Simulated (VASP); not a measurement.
RuF2:

```xyz
3
Lattice="1.4766 0.8525 4.4644 -1.4766 0.8525 4.4644 0.0000 -1.7051 4.4644" Properties=species:S:1:pos:R:3 pbc="T T T"
Ru    0.0000    0.0000    0.0000
F     0.0000    0.0000    3.3751
F     0.0000    0.0000   10.0181
```

The cell was built by a generator and needn't be a form met in nature.

Base run:

- Program: VASP 6.6.1
- Functional: PBEsol
- Potentials or basis: VASP PAW PBE potentials, release 64 (Ru_pv, F)
- Cutoff: 520 eV
- k mesh: 7 × 7 × 7
- Occupations: gaussian, width 0.05 eV
- Spin: collinear spin, random start
- Starting moments: [0.28, 0.0, 0.0] μB
- Hubbard terms: Ru d U = 8 eV

Its results: band gap on the k mesh 4.67 eV, indirect (least direct gap 4.72 eV); pressure 32.9 GPa; net moment 0.00 μB per cell; largest force 1.858 eV/Å.

Q: The run is repeated on the same cell with these changes: hubbard terms from Ru d U = 8 eV to none; moments at the start from [0.28, 0.0, 0.0] to [-0.05, 0.0, 0.0]. What comes out?

A: Band gap on the k mesh 0.68 eV, indirect (least direct gap 1.05 eV); pressure 23.8 GPa; net moment 0.00 μB per cell; largest force 1.137 eV/Å.

Caveats: an odd mesh through Γ misses points on the zone boundary, where band edges often lie; a pressure of tens of GPa on the cell as given is suspect, and the run, the potentials or the cell itself is likely at fault (some runs); the PAW data sets were made with another functional, which shifts forces and pressure a little (some runs); so large a pressure means that the cell lies far from this level's equilibrium, or that cutoff or potentials fall short (some runs); the potentials were made for another functional, which shifts forces and pressure (some runs).

Not every run made on this cell is shown here.
